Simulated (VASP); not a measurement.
All values below come from optB88-vdW, VASP's PBE PAW potentials (set 64) (plane waves; VASP).

VASP input:

**INCAR**
```
SYSTEM = MnS
PREC = Accurate; ENCUT = 520; LREAL = .False.
LASPH = .True.
EDIFF = 1E-7; NELM = 100; ALGO = Normal
LMAXMIX = 4
ISMEAR = 0; SIGMA = 0.05
GGA = BO; LUSE_VDW = .True.; AGGAC = 0.0
PARAM1 = 0.1833333333; PARAM2 = 0.22
MAGMOM = 4.1 -4.1 2*0.0
ISPIN = 2
IBRION = 2; NSW = 30; ISIF = 4
EDIFFG = -0.01
LWAVE = .False.; LCHARG = .False.; LORBIT = 10
```

**POSCAR**
```
MnS
1
    5.1087924773     2.5453205993     2.5453205993
    2.5453205993     5.1087924773     2.5453205993
    2.5453205993     2.5453205993     5.1087924773
Mn S
2 2
Direct
  0.0000000000   0.0000000000   0.0000000000
  0.5000000000   0.5000000000   0.5000000000
  0.2500000000   0.2500000000   0.2500000000
  0.7500000000   0.7500000000   0.7500000000
```

### KPOINTS
```
Automatic mesh
0
Gamma
 7 7 7
```

POTCAR, in this order: Mn_pv S (PBE.64 set). Program: vasp_std.

### Question
What will the output report for the number of irreducible k-points (NKPTS), largest plane-wave count, number of space-group operations, FFT grid (NGX, NGY, NGZ)?

### Answer

```json
{
 "number of irreducible k-points (NKPTS)": "44",
 "largest_plane_wave_count": "1819",
 "number_of_space_group_operations": "12",
 "FFT grid (NGX, NGY, NGZ)": "48 × 48 × 48"
}
```

The compound is MnS in the rock salt, AFM-II order structure. It was relaxed first, which changed the volume by -6 %.
